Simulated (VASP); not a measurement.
```xyz
6
Lattice="-2.1927 2.1927 3.3425 2.1927 -2.1927 3.3425 2.1927 2.1927 -3.3425" Properties=species:S:1:pos:R:3 pbc="T T T"
B      0.0000     2.1927     1.6712
P      0.0000     0.0000     0.0000
O      0.5963     1.1360     0.8481
O      1.5964     1.0567     4.1906
O      3.2494     0.5963    -0.8481
O     -1.0567     1.5964     2.4944
```

The numbers are results of PBEsol GGA, VASP's PBE PAW potentials (set 64) (plane waves; VASP), not measurements. Numerical set-up: 520 eV cut-off, Gaussian smearing of 0.050 eV, potentials B P O.

Predict the band gap (along the path) with the smallest direct gap where there is one.

| Quantity | Value |
|---|---|
| band gap (along the path) | 7.30 eV |
| smallest direct gap (along the path) | 7.48 eV |

Total energies compare only between runs with the same potentials, cut-off and functional.

The compound is BPO4 in the sg82 structure. It was relaxed first.
